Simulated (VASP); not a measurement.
Crystal: Al2O3.

```
Al O
1.0
     2.38025    1.37424    4.33187
    -2.38025    1.37424    4.33187
     0.00000   -2.74848    4.33187
Al O
4 6
Direct
  0.35216 0.35216 0.35216
  0.14784 0.14784 0.14784
  0.64784 0.64784 0.64784
  0.85216 0.85216 0.85216
  0.55668 0.94332 0.25000
  0.25000 0.55668 0.94332
  0.94332 0.25000 0.55668
  0.44332 0.05668 0.75000
  0.75000 0.44332 0.05668
  0.05668 0.75000 0.44332
```

| Item | Value |
| --- | --- |
| Program | VASP 6.6.1 |
| Task | relaxation of cell and atoms |
| Functional | RPBE |
| Potentials or basis | VASP PAW PBE potentials, release 64 (Al, O) |
| Cutoff | 600 eV |
| k mesh | 9 × 9 × 7 |
| Occupations | gaussian, width 0.03 eV |
| Spin | no spin polarisation |

At the start: pressure 11.6 GPa; volume 8.50 Å³/atom.

Question: Where does the relaxation end?

Answer: Over 7 steps the energy falls by 14.4 meV/atom and the volume is 8.92 Å³/atom (+4.9 %); space group R-3c (No. 167, to 0.05 Å).

Step by step:
```csv
step,energy change (eV),largest force (eV/Å),pressure (GPa),volume (Å³)
1,0.0000,0.0353,11.56,85.02
2,-0.0488,0.0774,-8.04,92.79
3,-0.1435,0.0393,-0.02,89.18
4,-0.1434,0.0385,0.17,89.09
5,-0.1438,0.0012,0.17,89.11
6,-0.1438,0.0012,0.17,89.11
7,-0.1438,0.0008,-0.10,89.22
```

Final structure:
```
Al O
1.0
     2.41851    1.39633    4.40346
    -2.41851    1.39633    4.40346
     0.00000   -2.79265    4.40346
Al O
4 6
Cartesian
  0.0000 0.0000 4.6517
  0.0000 0.0000 1.9535
  0.0000 0.0000 8.5587
  0.0000 0.0000 11.2569
  -0.9367 1.3963 7.7061
  -0.7409 -1.5093 7.7061
  1.6776 0.1130 7.7061
  0.9367 -1.3963 5.5043
  0.7409 1.5093 5.5043
  -1.6776 -0.1130 5.5043
```

Caveat: the PAW data sets were made with another functional, which shifts forces and pressure a little.
